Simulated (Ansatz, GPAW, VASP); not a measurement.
Code comparison for ZrO₂ (Fm-3m, 3 atoms in the cell)

Self-consistent single point, at a second geometry (lattice scaled by 0.98). First geometry:

```
CELL_PARAMETERS angstrom
      0.00000     2.57478     2.57478
      2.57478     0.00000     2.57478
      2.57478     2.57478     0.00000
ATOMIC_POSITIONS crystal
  Zr 0.00000 0.00000 0.00000
  O  0.25000 0.25000 0.25000
  O  0.75000 0.75000 0.75000
```

Shared settings, as Ansatz (a quantum-chemistry and plane-wave program) writes them: kpoints.mp_grid.grid = 6 6 6; scf.occupations.method = fermi_dirac; scf.occupations.width = 0.05 eV. Potentials and cutoffs stand in the table.

```csv
code,model,ΔF from the first geometry (meV/atom),pressure (GPa),gap on the mesh (eV),cutoff
Ansatz,"PBE, default PAW files",11.2,9.82,3.431,420 eV
VASP,"PBE, VASP's PBE PAW potentials (set 64)",13.7,4.63,3.432,400 eV
GPAW,"PBE, GPAW PAW datasets PBE (gpaw-data 1.0.1)",3.5,–,3.423,950 eV
```

For VASP (by 5.6 GPa) the energy change implies a higher mean pressure, against the two pressures, than for the other programs: a sign of finite-basis (Pulay) stress.

A dash marks a value that a program does not give, or that is left out as unsure.

Gaps are read on the mesh.

The spread over the programs that give each value: ΔF from the first geometry within 10.2 meV/atom; pressure within 5.19 GPa; gap on the mesh within 0.009 eV.

Ansatz's pressure is given at a fixed set of plane waves, as the other plane-wave codes print theirs; with its correction for the finite basis it is 10.54 GPa (the shift of 0.73 GPa shows how far the cutoff is from converged). The pressure of GPAW is left out: its cutoff lies under the one at which its stress was checked.

VASP's run is marked for a possible Pulay error in its stress at this cutoff; no cutoff test was made.

The starting cell has typed, rounded lattice constants, without a prior relaxation at this level. Its lattice was rescaled by a random factor within 2.5 % of one. For this run, on top of that: lattice scaled by 0.98.

Left out of this page: Quantum ESPRESSO, ABINIT, CP2K, Elk, FLEUR and SIESTA (not drawn, or without a comparable value).

Keys are those of Ansatz 0.2.
